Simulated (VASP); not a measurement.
Energy against volume of Ca (fcc). Level of theory: PBE GGA with D3 dispersion (Becke-Johnson damping), VASP's PBE PAW potentials (set 64) (plane waves; VASP 6.6.1).

```
V (Å³/atom)  E (eV/atom)
-----------  -----------
37.744          -2.15220
38.948          -2.15923
40.153          -2.16175
41.358          -2.16019
42.562          -2.15498
```

**Question.** Fit a third-order Birch-Murnaghan equation of state.

**Answer.** 
| Quantity | Value |
|---|---|
| volume per atom | 40.28 Å³/atom |
| bulk modulus | 179 kbar |
| pressure derivative of the bulk modulus | 2.46 |
| lattice constant a | 5.441 Å |

Measured: a 5.553 Å at 0 K (computed value off by -2.0 %), as given by Gábor I. Csonka et al., Physical Review B (2009), arXiv:0903.4037 [low-temperature or extrapolated to 0 K; zero-point anharmonic expansion removed].

The compound is Ca in the fcc structure. It was relaxed first, which changed the volume by -7 %.
